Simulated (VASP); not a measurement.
Output of a VASP run:

### OUTCAR
```
 ion  position               nearest neighbor table
   1  0.333  0.667  0.250-   2 3.52   2 3.52   2 3.52   2 3.52   2 3.52   2 3.52
   2  0.667  0.333  0.750-   1 3.52   1 3.52   1 3.52   1 3.52   1 3.52   1 3.52
  LATTYP: Found a hexagonal cell.
 ALAT       =     3.5999996072
 C/A-ratio  =     1.5805557280
 Subroutine PRICEL returns:
 Original cell was already a primitive cell.
 Subroutine GETGRP returns: Found 24 space group operations
The static configuration has the point symmetry D_3d.
 The point group associated with its full space group is D_6h.
The dynamic configuration has the point symmetry D_3d.
 Subroutine INISYM returns: Found 24 space group operations
 Subroutine IBZKPT returns following result:
 Found     64 irreducible k-points:

 Following reciprocal coordinates:
            Coordinates               Weight
  0.000000  0.000000  0.000000      1.000000
  0.090909 -0.000000  0.000000      6.000000
  0.181818  0.000000  0.000000      6.000000
  0.272727 -0.000000  0.000000      6.000000
  0.363636 -0.000000  0.000000      6.000000
  0.454545  0.000000  0.000000      6.000000
  0.090909  0.090909  0.000000      6.000000
  0.181818  0.090909  0.000000     12.000000
  0.272727  0.090909  0.000000     12.000000
  0.363636  0.090909  0.000000     12.000000
  0.454545  0.090909  0.000000      6.000000
  0.181818  0.181818  0.000000      6.000000
  0.272727  0.181818  0.000000     12.000000
  0.363636  0.181818  0.000000     12.000000
  0.272727  0.272727  0.000000      6.000000
  0.363636  0.272727  0.000000      6.000000
  0.000000  0.000000  0.166667      2.000000
  0.090909 -0.000000  0.166667     12.000000
  0.181818  0.000000  0.166667     12.000000
  0.272727 -0.000000  0.166667     12.000000
  0.363636 -0.000000  0.166667     12.000000
  0.454545  0.000000  0.166667     12.000000
  0.090909  0.090909  0.166667     12.000000
  0.181818  0.090909  0.166667     24.000000
  0.272727  0.090909  0.166667     24.000000
  0.363636  0.090909  0.166667     24.000000
  0.454545  0.090909  0.166667     12.000000
  0.181818  0.181818  0.166667     12.000000
  0.272727  0.181818  0.166667     24.000000
  0.363636  0.181818  0.166667     24.000000
  0.272727  0.272727  0.166667     12.000000
  0.363636  0.272727  0.166667     12.000000
  0.000000  0.000000  0.333333      2.000000
  0.090909 -0.000000  0.333333     12.000000
  0.181818  0.000000  0.333333     12.000000
  0.272727 -0.000000  0.333333     12.000000
  0.363636 -0.000000  0.333333     12.000000
  0.454545  0.000000  0.333333     12.000000
  0.090909  0.090909  0.333333     12.000000
  0.181818  0.090909  0.333333     24.000000
   k-points           NKPTS =     64   k-points in BZ     NKDIM =     64   number of bands    NBANDS=     13
   number of dos      NEDOS =    301   number of ions     NIONS =      2
   total plane-waves  NPLWV =  32928
   dimension x,y,z NGX =    28 NGY =   28 NGZ =   42
   dimension x,y,z NGXF=    56 NGYF=   56 NGZF=   84
   ions per type =               2
   PREC   = accura    normal or accurate (medium, high low for compatibility)
   ISTART =      0    job   : 0-new  1-cont  2-samecut
   ICHARG =      2    charge: 1-file 2-atom 10-const
   ISPIN  =      1    spin polarized calculation?
   LNONCOLLINEAR =      F non collinear calculations
   LSORBIT =      F    spin-orbit coupling
   INIWAV =      1    electr: 0-lowe 1-rand  2-diag
   ENCUT  =  520.0 eV  38.22 Ry    6.18 a.u.   6.69  6.69 10.58*2*pi/ulx,y,z
   NELM   =    100;   NELMIN=  2; NELMDL= -5     # of ELM steps
   EDIFF  = 0.1E-05   stopping-criterion for ELM
   LREAL  =      F    real-space projection
   NLSPLINE    = F    spline interpolate recip. space projectors
   LMAXMIX     =    6 max onsite mixed and CHGCAR
   VOSKOWN=      0    Vosko Wilk Nusair interpolation
   EDIFFG = -.1E-01   stopping-criterion for IOM
   NSW    =     60    number of steps for IOM
...
```

**OSZICAR**
```
...
DAV:  12    -0.460224575770E+01   -0.17260E-06   -0.29517E-07  1047   0.465E-03
   1 F= -.46022458E+01 E0= -.46024264E+01  d E =-.460225E+01
       N       E                     dE             d eps       ncg     rms          rms(c)
DAV:   1    -0.468980545321E+01   -0.87560E-01   -0.16664E+00  1664   0.103E+01    0.153E+00
DAV:   2    -0.463383174558E+01    0.55974E-01   -0.11388E-01  1694   0.293E+00    0.729E-01
DAV:   3    -0.460941977475E+01    0.24412E-01   -0.64035E-02  1789   0.200E+00    0.286E-01
DAV:   4    -0.460946074786E+01   -0.40973E-04   -0.34006E-03  1994   0.510E-01    0.222E-01
DAV:   5    -0.460944794837E+01    0.12799E-04   -0.43999E-04  1709   0.142E-01    0.252E-02
DAV:   6    -0.460944484891E+01    0.30995E-05   -0.31519E-05  2063   0.431E-02    0.136E-02
DAV:   7    -0.460944293223E+01    0.19167E-05   -0.25352E-06  1313   0.145E-02    0.263E-03
DAV:   8    -0.460944298062E+01   -0.48389E-07   -0.22919E-07   897   0.441E-03
   2 F= -.46094430E+01 E0= -.46094417E+01  d E =-.719722E-02
       N       E                     dE             d eps       ncg     rms          rms(c)
DAV:   1    -0.461182556277E+01   -0.23826E-02   -0.43665E-02  1664   0.168E+00    0.252E-01
DAV:   2    -0.461037131293E+01    0.14542E-02   -0.29947E-03  1694   0.474E-01    0.118E-01
DAV:   3    -0.460973363431E+01    0.63768E-03   -0.15878E-03  1814   0.313E-01    0.444E-02
DAV:   4    -0.460972991462E+01    0.37197E-05   -0.96512E-05  1969   0.855E-02    0.340E-02
DAV:   5    -0.460972668272E+01    0.32319E-05   -0.11463E-05  1724   0.228E-02    0.448E-03
DAV:   6    -0.460972646281E+01    0.21991E-06   -0.75657E-07   877   0.723E-03
   3 F= -.46097265E+01 E0= -.46097567E+01  d E =-.748071E-02
       N       E                     dE             d eps       ncg     rms          rms(c)
DAV:   1    -0.460974652382E+01   -0.19841E-04   -0.46171E-04  1664   0.173E-01    0.265E-02
DAV:   2    -0.460973085477E+01    0.15669E-04   -0.31941E-05  1704   0.489E-02    0.124E-02
DAV:   3    -0.460972399081E+01    0.68640E-05   -0.17182E-05  1819   0.325E-02    0.456E-03
DAV:   4    -0.460972381775E+01    0.17305E-06   -0.89965E-07   892   0.889E-03
   4 F= -.46097238E+01 E0= -.46097571E+01  d E =-.747806E-02
       N       E                     dE             d eps       ncg     rms          rms(c)
DAV:   1    -0.461020130541E+01   -0.47731E-03   -0.16242E-02  1674   0.944E-01    0.842E-02
DAV:   2    -0.460997696427E+01    0.22434E-03   -0.29303E-04  1934   0.148E-01    0.500E-02
DAV:   3    -0.460987957471E+01    0.97390E-04   -0.11904E-04  2089   0.846E-02    0.251E-02
DAV:   4    -0.460987800174E+01    0.15730E-05   -0.20649E-05  2156   0.337E-02    0.131E-02
DAV:   5    -0.460987786837E+01    0.13338E-06   -0.53924E-07   887   0.606E-03
   5 F= -.46098779E+01 E0= -.46099237E+01  d E =-.154051E-03
       N       E                     dE             d eps       ncg     rms          rms(c)
DAV:   1    -0.461054487048E+01   -0.66687E-03   -0.30306E-02  1674   0.129E+00    0.114E-01
DAV:   2    -0.461012979868E+01    0.41507E-03   -0.54332E-04  1929   0.202E-01    0.683E-02
DAV:   3    -0.460994954177E+01    0.18026E-03   -0.22108E-04  2097   0.115E-01    0.342E-02
DAV:   4    -0.460994665166E+01    0.28901E-05   -0.38242E-05  2169   0.459E-02    0.176E-02
DAV:   5    -0.460994650638E+01    0.14529E-06   -0.97314E-07   892   0.814E-03
   6 F= -.46099465E+01 E0= -.46099991E+01  d E =-.222689E-03
```

**OUTCAR**
```
------------------------ aborting loop because EDIFF is reached ----------------------------------------
  FORCE on cell =-STRESS in cart. coord.  units (eV):
  Direction    XX          YY          ZZ          XY          YZ          ZX
  --------------------------------------------------------------------------------------
  Total       -0.0078312     -0.0078312     -0.0080140      0.0000000      0.0000000      0.0000000
  in kB       -0.2019492     -0.2019491     -0.2066633      0.0000000      0.0000000      0.0000000
  external PRESSURE =      -0.2035205 kB  Pullay stress =       0.0000000 kB
  volume of cell :       62.13
      direct lattice vectors                 reciprocal lattice vectors
     1.790274422 -3.100845811  0.000000000     0.279286792 -0.161246328 -0.000000000
     1.790274422  3.100845811 -0.000000000     0.279286792  0.161246328  0.000000000
    -0.000000000 -0.000000000  5.595879367     0.000000000  0.000000000  0.178702923
 POSITION                                       TOTAL-FORCE (eV/Angst)
 -----------------------------------------------------------------------------------
      1.79027      1.03362      1.39897         0.000000     -0.000000     -0.000000
      1.79027     -1.03362      4.19691        -0.000000      0.000000      0.000000
 -----------------------------------------------------------------------------------
    total drift:                                0.000003      0.000107     -0.000011
  FREE ENERGIE OF THE ION-ELECTRON SYSTEM (eV)
  ---------------------------------------------------
  free  energy   TOTEN  =        -4.6099465064 eV

  energy  without entropy=       -4.6101043767  energy(sigma->0) =       -4.60999913

 reached required accuracy - stopping structural energy minimisation
```
(Selected blocks of OUTCAR.)

File POSCAR:
```
Tb
1
    1.8000000000    -3.1176910000     0.0000000000
    1.8000000000     3.1176910000     0.0000000000
    0.0000000000     0.0000000000     5.6900000000
Tb
2
Direct
  0.3333330000   0.6666670000   0.2500000000
  0.6666670000   0.3333330000   0.7500000000
```

Reconstruct the remaining input files.

Several could match; the one computed here: the input of the run itself, rev-vdW-DF2, plane waves, VASP's PBE PAW potentials (set 64).

**INCAR**
```
ALGO = Normal
LREAL = .False.   ! projection in real space or not
PARAM1 = 0.1234568
NELM = 100   ! most electronic steps
LASPH = .True.   ! aspherical one-centre terms
ISMEAR = 1   ! Methfessel-Paxton
LMAXMIX = 6   ! l cut-off of mixed one-centre charges
PARAM2 = 0.7114
AGGAC = 0.0
NSW = 60   ! most ionic steps
LCHARG = .False.
ZAB_VDW = -1.8867
SYSTEM = Tb
GGA = MK
ENCUT = 520   ! plane-wave cut-off (eV)
EDIFF = 1E-6   ! SCF stop (eV)
LUSE_VDW = .True.
ISIF = 3   ! ions, shape and volume
IBRION = 2   ! conjugate gradients
PREC = Accurate
LWAVE = .False.
SIGMA = 0.1   ! width (eV)
EDIFFG = -0.01
```

File KPOINTS:
```
kpoints
0
Gamma
11 11 6
0 0 0
```

POTCAR, in this order: Tb_3 (PBE.64 set). Program: vasp_std.

The 4f electrons are frozen in the core of the lanthanide potential, so 4f levels, which can set the real gap, and their magnetism are missing. Energy and stress use the plane-wave basis of the starting cell.

The compound is Tb in the hcp structure. This run relaxes it. Symmetry was kept, so distortions that lower it aren't found.
